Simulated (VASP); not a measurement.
These are PBE GGA, VASP's PBE PAW potentials (set 64) (plane waves; VASP) values and carry that method's errors.

Input for VASP

**INCAR**
```
ALGO = Normal
EDIFF = 1E-7
ENCUT = 400
GGA = PE
ICHARG = 11
ISMEAR = 0
LASPH = .TRUE.
LCHARG = .FALSE.
LMAXMIX = 6
LORBIT = 11
LREAL = .FALSE.
LWAVE = .FALSE.
NELM = 100
PREC = Accurate
SIGMA = 0.05
SYSTEM = LaP
```

File KPOINTS:
```
k-points along high-symmetry lines
15
Line-mode
Reciprocal
  0.000000   0.000000   0.000000 ! GAMMA
 -0.500000  -0.500000   0.000000 ! X

 -0.500000  -0.500000   0.000000 ! X
 -0.375000  -0.375000   0.250000 ! U

 -0.375000  -0.000000   0.375000 ! K
  0.000000   0.000000   0.000000 ! GAMMA

  0.000000   0.000000   0.000000 ! GAMMA
  0.000000   0.000000   0.500000 ! L

  0.000000   0.000000   0.500000 ! L
 -0.500000  -0.250000   0.250000 ! W

 -0.500000  -0.250000   0.250000 ! W
 -0.500000  -0.500000   0.000000 ! X
```

**POSCAR**
```
LaP
1.0
  0.0000000000   3.3108643142   3.3108643142
  3.3108643142   0.0000000000   3.3108643142
  3.3108643142   3.3108643142   0.0000000000
La P
1 1
Cartesian
  0.0000000000   0.0000000000   0.0000000000
  1.6554321571   1.6554321571   1.6554321571
```

POTCAR, in this order: La P (PBE.64 set). Program: vasp_std. Read from the step before: CHGCAR.

Output of the run:

OSZICAR:
```
       N       E                     dE             d eps       ncg     rms          rms(c)
DAV:   1     0.138142673444E+03    0.13814E+03   -0.48039E+03  2160   0.126E+03
DAV:   2     0.239410254391E+01   -0.13575E+03   -0.13315E+03  3024   0.228E+02
DAV:   3    -0.115675675263E+02   -0.13962E+02   -0.13765E+02  3120   0.105E+02
DAV:   4    -0.123851133499E+02   -0.81755E+00   -0.80669E+00  3952   0.216E+01
DAV:   5    -0.124330222375E+02   -0.47909E-01   -0.47794E-01  3480   0.524E+00
DAV:   6    -0.124363531660E+02   -0.33309E-02   -0.33300E-02  3904   0.137E+00
DAV:   7    -0.124365368767E+02   -0.18371E-03   -0.18369E-03  3288   0.309E-01
DAV:   8    -0.124365518714E+02   -0.14995E-04   -0.14994E-04  3916   0.102E-01
DAV:   9    -0.124365528278E+02   -0.95632E-06   -0.95633E-06  3284   0.218E-02
DAV:  10    -0.124365529030E+02   -0.75224E-07   -0.75172E-07  3824   0.747E-03
   1 F= -.12436553E+02 E0= -.12436553E+02  d E =-.882455E-12
```

### OUTCAR
```
 val. band max:        3.7704751025   @ k =  -0.5000  -0.2500   0.2500

 cond. band min:       5.2902119432   @ k =  -0.5000  -0.2500   0.2500



 k-point     1 :       0.0000    0.0000    0.0000
  band No.  band energies     occupation
      1     -28.0744      2.00000
      2     -11.7440      2.00000
      3     -11.7440      2.00000
      4     -11.7440      2.00000
      5      -4.6112      2.00000
      6       2.5446      2.00000
      7       2.5446      2.00000
      8       2.5446      2.00000
      9       5.5475      0.00000
     10       6.6393      0.00000
     11       6.6396      0.00000
     12       6.6571      0.00000

 k-point     2 :      -0.0357   -0.0357    0.0000
  band No.  band energies     occupation
      1     -28.0741      2.00000
      2     -11.7485      2.00000
      3     -11.7452      2.00000
      4     -11.7452      2.00000
      5      -4.6007      2.00000
      6       2.5236      2.00000
      7       2.5557      2.00000
      8       2.5557      2.00000
      9       5.5821      0.00000
     10       6.6080      0.00000
     11       6.6415      0.00000
     12       6.6426      0.00000

 k-point     3 :      -0.0714   -0.0714    0.0000
  band No.  band energies     occupation
      1     -28.0733      2.00000
      2     -11.7614      2.00000
      3     -11.7487      2.00000
      4     -11.7487      2.00000
      5      -4.5697      2.00000
      6       2.4655      2.00000
      7       2.5887      2.00000
      8       2.5887      2.00000
      9       5.6778      0.00000
     10       6.5143      0.00000
     11       6.6479      0.00000
     12       6.6531      0.00000

 k-point     4 :      -0.1071   -0.1071    0.0000
  band No.  band energies     occupation
      1     -28.0721      2.00000
      2     -11.7821      2.00000
      3     -11.7542      2.00000
      4     -11.7542      2.00000
      5      -4.5203      2.00000
      6       2.3821      2.00000
      7       2.6430      2.00000
...
```

The density is held fixed in this step, so its total energy and stress have no physical meaning.

The structure was generated: LaP was put into the zinc blende type (F-43m), which need not be its known phase. It was relaxed first, which changed the volume by -24 %.
